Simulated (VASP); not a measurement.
The system is HfZrSe3.

```
Zr Hf Se
1.0
     1.94883    1.12516    9.43300
    -1.94883    1.12516    9.43300
     0.00000   -2.25032    9.43300
Zr Hf Se
1 1 3
Direct
  0.50034 0.50034 0.50034
  0.61348 0.61348 0.61348
  0.99760 0.99760 0.99760
  0.22446 0.22446 0.22446
  0.78130 0.78130 0.78130
```

The cell was built by a generator and needn't be a form met in nature.

```yaml
Program: VASP 6.6.1
Task: relaxation of cell and atoms
Functional: PBE
Potentials_or_basis: VASP PAW PBE potentials, release 64 (Zr_sv, Hf_pv, Se)
Cutoff: 520 eV
k_mesh: 10 × 10 × 10
Occupations: gaussian, width 0.1 eV
Spin: no spin polarisation
```

At the start: pressure 0.2 GPa; volume 24.82 Å³/atom.

Q: How do energy, volume and symmetry change on relaxing?

A: Over 22 steps the energy falls by 2.4 meV/atom and the volume is 25.88 Å³/atom (+4.3 %); space group R3m (No. 160, to 0.05 Å).

The path:
```tsv
step	energy change (eV)	largest force (eV/Å)	pressure (GPa)	volume (Å³)
1	0.0000	0.1725	0.24	124.11
2	-0.0023	0.0769	-0.33	124.77
3	-0.0023	0.0578	-0.26	124.69
4	-0.0037	0.0578	0.04	124.26
5	-0.0038	0.0606	0.12	124.14
6	-0.0046	0.0575	0.08	124.30
7	-0.0049	0.0535	0.04	124.50
8	-0.0056	0.0503	0.01	124.74
9	-0.0073	0.0638	-0.07	125.47
10	-0.0092	0.0948	-0.23	126.95
11	-0.0081	0.2091	-0.48	129.91
12	-0.0095	0.1137	-0.31	127.90
13	-0.0098	0.1080	-0.25	127.94
14	-0.0105	0.0908	-0.11	128.06
15	-0.0110	0.0618	0.19	128.29
16	-0.0113	0.0499	0.15	128.49
17	-0.0117	0.0229	0.05	129.04
18	-0.0118	0.0360	0.04	129.16
19	-0.0118	0.0417	0.03	129.22
20	-0.0118	0.0315	-0.02	129.32
21	-0.0119	0.0164	-0.10	129.47
22	-0.0120	0.0065	-0.03	129.40
```

Final structure:
```
Zr Hf Se
1.0
     1.94364    1.12216    9.88773
    -1.94364    1.12216    9.88773
     0.00000   -2.24432    9.88773
Zr Hf Se
1 1 3
Direct
  0.50295 0.50295 0.50295
  0.61087 0.61087 0.61087
  0.99337 0.99337 0.99337
  0.22444 0.22444 0.22444
  0.78555 0.78555 0.78555
```
